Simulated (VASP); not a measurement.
An input for Ansatz (written as the equivalent of a VASP run, and not itself run):

Ansatz 0.2 input:
```yaml
crystal:
  lattice:
    - [7.2675310, 0.0000000, 0.0000000]
    - [0.0000000, 7.2675310, 0.0000000]
    - [0.0000000, 0.0000000, 7.2675310]
  atoms:
    - { symbol: Sr, position: [0.7500000, 0.7500000, 0.7500000] }
    - { symbol: Sr, position: [0.7500000, 0.2500000, 0.2500000] }
    - { symbol: Sr, position: [0.2500000, 0.7500000, 0.2500000] }
    - { symbol: Sr, position: [0.2500000, 0.2500000, 0.7500000] }
    - { symbol: Si, position: [0.0000000, 0.0000000, 0.0000000] }
    - { symbol: Si, position: [0.5000000, 0.5000000, 0.5000000] }
kpoints:
  mp_grid: { grid: [3, 3, 3] }
hamiltonian:
  xc: pbe
  pseudopotentials: { kind: paw }
scf:
  occupations: { method: fermi_dirac, width: 0.136 }
  max_iter: 100
output: { forces: true, stress: true, eigenvalues: true }
```

**Question.** Write the VASP files for the same calculation (PBE).

**Answer.** This is not unique; one that fits is 
### POSCAR
```
Sr2Si
7.2675310
  1.0000000000   0.0000000000   0.0000000000
  0.0000000000   1.0000000000   0.0000000000
  0.0000000000   0.0000000000   1.0000000000
Sr Si
4 2
direct
  0.7500000000   0.7500000000   0.7500000000
  0.7500000000   0.2500000000   0.2500000000
  0.2500000000   0.7500000000   0.2500000000
  0.2500000000   0.2500000000   0.7500000000
  0.0000000000   0.0000000000   0.0000000000
  0.5000000000   0.5000000000   0.5000000000
```

KPOINTS:
```
Automatic mesh
0
Gamma
3 3 3
0 0 0
```

**INCAR**
```
ALGO = Normal   ! blocked Davidson
LASPH = .TRUE.
LREAL = .FALSE.
SIGMA = 0.136   ! width (eV)
ENCUT = 300   ! plane-wave cut-off (eV)
SYSTEM = Sr2Si
LWAVE = .FALSE.
GGA = PE   ! PBE
LMAXMIX = 4   ! l cut-off of mixed one-centre charges
ISMEAR = -1   ! Fermi-Dirac
ISIF = 2   ! forces and stress, cell fixed
NELM = 100   ! most electronic steps
LCHARG = .FALSE.
EDIFF = 1E-6
PREC = Accurate
```

POTCAR, in this order: Sr_sv Si (PBE.64 set). Program: vasp_std.

Limits of the translation: each code has its own PAW files, so the cut-off isn't converted (ENCUT is set for VASP's; basis.ecutwfc is left out, and Ansatz then takes the one that its files recommend); Ansatz stops its SCF on the density residual and VASP on the energy change (EDIFF).

The structure was generated: Sr2Si was put into an ordered model structure, which need not be its known phase. The cell was not relaxed at this level.
